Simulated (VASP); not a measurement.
Given:

```xyz
2
Lattice="0.0000 3.2538 3.2538 3.2538 0.0000 3.2538 3.2538 3.2538 0.0000" Properties=species:S:1:pos:R:3 pbc="T T T"
Mg     0.0000     0.0000     0.0000
Te     1.6269     1.6269     1.6269
```

Method: PBE GGA with spin-orbit coupling, VASP's PBE PAW potentials (set 64) (plane waves; VASP). Settings: 400 eV cut-off, 6×6×6 Γ-centred mesh, Gaussian smearing of 0.050 eV, potentials Mg Te.

Q: Estimate the energy per atom (σ→0), band gap (over mesh and band path) with the smallest direct gap where there is one.

A: 
- band gap (over mesh and band path) = 2.06 eV
- smallest direct gap (over mesh and band path) = 2.06 eV
- energy per atom (σ→0) = -313.2 kJ/mol of atoms

Only differences to runs with the same potentials and settings are physical.

The compound is MgTe in the zinc blende structure, whereas wurtzite is the usual form. It was relaxed first.
